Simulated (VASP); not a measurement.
Method: PBE GGA, VASP's PBE PAW potentials (set 64) (plane waves; VASP).

A VASP calculation is set up with these files.

File KPOINTS:
```
kpoints
0
G
13 13 13
0 0 0
```

### INCAR
```
! general
SYSTEM =CoGa
PREC   =Accurate
ENCUT  =500
LREAL  =.False.
LASPH  =.True.

! electronic loop
EDIFF  =1E-6
NELM   =100
ALGO   =Normal
LMAXMIX=4

! smearing
ISMEAR =1
SIGMA  =0.1

! functional
GGA    =PE

! ions
IBRION =2
NSW    =40
ISIF   =3
EDIFFG =-0.02
PSTRESS=300

! output
LWAVE  =.False.
LCHARG =.False.
```

POSCAR:
```
CoGa
1
    2.7645156867    -0.0000000000    -0.0000000000
    0.0000000000     2.7645156867    -0.0000000000
    0.0000000000    -0.0000000000     2.7645156867
Ga Co
1 1
Direct
  0.5000000000   0.5000000000   0.5000000000
  0.0000000000   0.0000000000   0.0000000000
```

POTCAR, in this order: Ga_d Co (PBE.64 set). Program: vasp_std.

Output of the run:

File OUTCAR:
```
 ion  position               nearest neighbor table
   1  0.500  0.500  0.500-   2 2.39   2 2.39   2 2.39   2 2.39   2 2.39   2 2.39   2 2.39   2 2.39
  LATTYP: Found a simple cubic cell.
 ALAT       =     2.7645156867
 Subroutine PRICEL returns:
 Original cell was already a primitive cell.
 Subroutine GETGRP returns: Found 48 space group operations
The static configuration has the point symmetry O_h .
The dynamic configuration has the point symmetry O_h .
 Subroutine INISYM returns: Found 48 space group operations
 Subroutine IBZKPT returns following result:
 Found     84 irreducible k-points:

 Following reciprocal coordinates:
            Coordinates               Weight
  0.000000  0.000000  0.000000      1.000000
  0.076923  0.000000  0.000000      6.000000
  0.153846  0.000000  0.000000      6.000000
  0.230769  0.000000  0.000000      6.000000
  0.307692  0.000000  0.000000      6.000000
  0.384615  0.000000  0.000000      6.000000
  0.461538  0.000000  0.000000      6.000000
  0.076923  0.076923  0.000000     12.000000
  0.153846  0.076923  0.000000     24.000000
  0.230769  0.076923  0.000000     24.000000
...
```

**OSZICAR**
```
       N       E                     dE             d eps       ncg     rms          rms(c)
DAV:   1     0.904897778120E+02    0.90490E+02   -0.10494E+04  2815   0.263E+03
DAV:   2    -0.693783120451E+01   -0.97428E+02   -0.95015E+02  2611   0.342E+02
DAV:   3    -0.110979094855E+02   -0.41601E+01   -0.41421E+01  2919   0.763E+01
DAV:   4    -0.111599869624E+02   -0.62077E-01   -0.62066E-01  3412   0.869E+00
DAV:   5    -0.111618446914E+02   -0.18577E-02   -0.18577E-02  3180   0.128E+00    0.104E+01
DAV:   6    -0.115702561980E+02   -0.40841E+00   -0.16935E+01  2879   0.582E+01    0.861E+00
DAV:   7    -0.102855050351E+02    0.12848E+01   -0.65343E+00  2639   0.437E+01    0.252E+00
DAV:   8    -0.102500424063E+02    0.35463E-01   -0.20816E-01  3235   0.581E+00    0.576E-01
DAV:   9    -0.102453326518E+02    0.47098E-02   -0.13617E-02  3609   0.205E+00    0.109E-01
DAV:  10    -0.102451323686E+02    0.20028E-03   -0.45741E-04  3498   0.319E-01    0.628E-02
DAV:  11    -0.102451224132E+02    0.99554E-05   -0.53542E-05  3448   0.132E-01    0.102E-02
DAV:  12    -0.102451217210E+02    0.69219E-06   -0.23288E-06  2525   0.268E-02
   1 F= -.62890164E+01 E0= -.62894140E+01  d E =-.628902E+01
```

File OUTCAR:
```
------------------------ aborting loop because EDIFF is reached ----------------------------------------
  FORCE on cell =-STRESS in cart. coord.  units (eV):
  Direction    XX          YY          ZZ          XY          YZ          ZX
  --------------------------------------------------------------------------------------
  Total        3.9246139      3.9246139      3.9246139     -0.0000000     -0.0000000      0.0000000
  in kB      297.6119357    297.6119357    297.6119357     -0.0000000     -0.0000000      0.0000000
  external PRESSURE =      -2.3880643 kB  Pullay stress =     300.0000000 kB
  volume of cell :       21.13
      direct lattice vectors                 reciprocal lattice vectors
     2.764515687  0.000000000  0.000000000     0.361727012  0.000000000  0.000000000
     0.000000000  2.764515687  0.000000000     0.000000000  0.361727012  0.000000000
     0.000000000  0.000000000  2.764515687     0.000000000  0.000000000  0.361727012
 POSITION                                       TOTAL-FORCE (eV/Angst)
 -----------------------------------------------------------------------------------
      1.38226      1.38226      1.38226         0.000000      0.000000      0.000000
      0.00000      0.00000      0.00000         0.000000      0.000000      0.000000
 -----------------------------------------------------------------------------------
    total drift:                               -0.000000      0.000000     -0.000000
  FREE ENERGIE OF THE ION-ELECTRON SYSTEM (eV)
  ---------------------------------------------------
  free  energy   TOTEN  =       -10.2451217210 eV

  energy  without entropy=      -10.2463146475  energy(sigma->0) =      -10.24551936
  enthalpy is  TOTEN    =        -6.2890163719 eV   P V=        3.9561053491

 reached required accuracy - stopping structural energy minimisation
```
(Selected blocks of OUTCAR.)

The compound is CoGa in the CsCl type structure. It was relaxed first under an external pressure of 30 GPa. The run is not spin-polarised, so no magnetic state was tried.
